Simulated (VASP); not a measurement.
VASP ran on this input.

File POSCAR:
```
La2O3
1
    3.9307800000     0.0000000000     0.0000000000
   -1.9653900000     3.4041550000     0.0000000000
    0.0000000000     0.0000000000     6.1119500000
La O
2 3
Direct
  0.6712080000   0.3217320000   0.7539120000
  0.3179710000   0.6545930000   0.2386980000
  0.6592610000   0.3366510000   0.3512890000
  0.3272580000   0.6685180000   0.6488690000
  0.0243020000   0.0185070000   0.0072320000
```

**INCAR**
```
EDIFF = 1E-6   ! SCF stop (eV)
ALGO = Normal   ! blocked Davidson
GGA = PS
ISIF = 2
NELM = 100
ISMEAR = -1   ! Fermi-Dirac
SYSTEM = La2O3
LMAXMIX = 6   ! l cut-off of mixed one-centre charges
ENCUT = 400
LASPH = .TRUE.
PREC = Accurate
SIGMA = 0.01
LWAVE = .FALSE.
LREAL = .FALSE.   ! projection in real space or not
LCHARG = .FALSE.
```

File KPOINTS:
```
Automatic mesh
0
Gamma
7 7 4
0 0 0
```

POTCAR, in this order: La O (PBE.64 set). Program: vasp_std.

Task: Translate this PBEsol calculation to Quantum ESPRESSO's pw.x.

Result: One equivalent input (not run):
```
&CONTROL
  calculation = 'scf'
  pseudo_dir = './pseudo'
  outdir = './out'
  tprnfor = .true.
  tstress = .true.
/
&SYSTEM
  ibrav = 0
  nat = 5
  ntyp = 2
  ecutwfc = 110
  occupations = 'smearing'
  smearing = 'fermi-dirac'
  degauss = 0.000735
  input_dft = 'pbesol'
/
&ELECTRONS
  conv_thr = 7.3e-08
  electron_maxstep = 100
/
ATOMIC_SPECIES
  La 138.905 La.upf
  O 15.999 O.upf
CELL_PARAMETERS angstrom
     3.9307800    0.0000000    0.0000000
    -1.9653900    3.4041550    0.0000000
     0.0000000    0.0000000    6.1119500
ATOMIC_POSITIONS crystal
  La   0.6712080  0.3217320  0.7539120
  La   0.3179710  0.6545930  0.2386980
  O    0.6592610  0.3366510  0.3512890
  O    0.3272580  0.6685180  0.6488690
  O    0.0243020  0.0185070  0.0072320
K_POINTS automatic
  7 7 4 0 0 0
```
The two are equivalent in intent, not identical: the potentials are each code's own (VASP's PAW set, PseudoDojo norm-conserving files in pw.x), so ENCUT and ecutwfc are chosen apart and not converted; conv_thr bounds pw.x's estimated SCF error, while EDIFF bounds the energy change between steps.

The structure comes from a computed database's La2O3 entry; how it stands against other phases isn't given here. The cell was not relaxed at this level, atoms are displaced from their ideal sites.
